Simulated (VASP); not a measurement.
The input files of a VASP run:

### INCAR
```
# general
SYSTEM   = Re
PREC     = Accurate
ENCUT    = 520
LREAL    = .False.
LASPH    = .True.

# electronic loop
EDIFF    = 1E-6
NELM     = 100
ALGO     = Normal
LMAXMIX  = 6

# smearing
ISMEAR   = 1
SIGMA    = 0.1

# functional
GGA      = MK
LUSE_VDW = .True.
AGGAC    = 0.0
PARAM1   = 0.1234568
PARAM2   = 0.7114
ZAB_VDW  = -1.8867

# ions
IBRION   = 2
NSW      = 60
ISIF     = 3
EDIFFG   = -0.01

# output
LWAVE    = .False.
LCHARG   = .False.
```

File POSCAR:
```
Re
1.0
  1.3800000000  -2.3902300000   0.0000000000
  1.3800000000   2.3902300000   0.0000000000
  0.0000000000   0.0000000000   4.4600000000
Re
2
direct
  0.3333330000   0.6666670000   0.2500000000
  0.6666670000   0.3333330000   0.7500000000
```

**KPOINTS**
```
K-points
0
G
 14 14 8
```

POTCAR, in this order: Re (PBE.64 set). Program: vasp_std.

Problem. Translate this rev-vdW-DF2 calculation to Quantum ESPRESSO's pw.x.

Solution. One equivalent input (not run):
```
&CONTROL
  calculation = 'vc-relax'
  pseudo_dir = './pseudo'
  outdir = './out'
  tprnfor = .true.
  tstress = .true.
  nstep = 60
  forc_conv_thr = 0.00039
/
&SYSTEM
  ibrav = 0
  nat = 2
  ntyp = 1
  ecutwfc = 72
  occupations = 'smearing'
  smearing = 'methfessel-paxton'
  degauss = 0.00735
  input_dft = 'vdw-df2-b86r'
/
&ELECTRONS
  conv_thr = 7.3e-08
  electron_maxstep = 100
/
&IONS
/
&CELL
/
ATOMIC_SPECIES
  Re 186.207 Re.upf
CELL_PARAMETERS angstrom
     1.3800000   -2.3902300    0.0000000
     1.3800000    2.3902300    0.0000000
     0.0000000    0.0000000    4.4600000
ATOMIC_POSITIONS crystal
  Re   0.3333330  0.6666670  0.2500000
  Re   0.6666670  0.3333330  0.7500000
K_POINTS automatic
  14 14 8 0 0 0
```
The two are equivalent in intent, not identical: the potentials are each code's own (VASP's PAW set, PseudoDojo norm-conserving files in pw.x), so ENCUT and ecutwfc are chosen apart and not converted; conv_thr bounds pw.x's estimated SCF error, while EDIFF bounds the energy change between steps; forc_conv_thr acts on force components and is met together with etot_conv_thr.

The compound is Re in the hcp structure. This run relaxes it. Symmetry was kept, so distortions that lower it aren't found.
